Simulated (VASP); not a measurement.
Computed with PBE GGA, VASP's PBE PAW potentials (set 64) (plane waves; VASP 6.6.1).

VASP ran on this input.

File POSCAR:
```
Rh
1.0
  0.0000000000   1.8738322839   1.8738322839
  1.8738322839   0.0000000000   1.8738322839
  1.8738322839   1.8738322839   0.0000000000
Rh
1
Cart
  0.0000000000   0.0000000000   0.0000000000
```

### INCAR
```
SYSTEM=Rh
PREC=Accurate; ENCUT=500; LREAL=.FALSE.
LASPH=.TRUE.
EDIFF=1E-6; NELM=100; ALGO=Normal
LMAXMIX=4
ISMEAR=1; SIGMA=0.1
GGA=PE
IBRION=2; NSW=40; ISIF=3
EDIFFG=-0.02; PSTRESS=300
LWAVE=.FALSE.; LCHARG=.FALSE.
```

### KPOINTS
```
K-points
0
gamma
  17 17 17
```

POTCAR, in this order: Rh_pv (PBE.64 set). Program: vasp_std.

Energy and stress use the plane-wave basis of the starting cell.

What does the run give for the energy per atom (σ→0), volume per atom, band gap (on the k-mesh)?

The energy per atom (σ→0) comes out as -7.156 eV/atom. The band gap (on the k-mesh) is none (metal, semimetal or under 0.01 eV). The volume per atom comes out as 12.81 Å³/atom.

OSZICAR:
```
...
   3 F= -.47570137E+01 E0= -.47572106E+01  d E =-.113556E-01
       N       E                     dE             d eps       ncg     rms          rms(c)
DAV:   1    -0.715618776841E+01    0.19429E-02   -0.37207E-03  3834   0.103E+00    0.118E-01
DAV:   2    -0.715594508577E+01    0.24268E-03   -0.54743E-04  3759   0.362E-01    0.210E-02
DAV:   3    -0.715594310625E+01    0.19795E-05   -0.11665E-05  4008   0.482E-02    0.111E-02
DAV:   4    -0.715594631231E+01   -0.32061E-05   -0.20250E-06  3478   0.210E-02    0.944E-04
DAV:   5    -0.715594615520E+01    0.15711E-06   -0.54831E-08  1869   0.378E-03
   4 F= -.47570321E+01 E0= -.47572282E+01  d E =-.113740E-01
```

The compound is Rh in the fcc structure. This run relaxes it under an external pressure of 30 GPa. Symmetry was kept, so distortions that lower it aren't found.
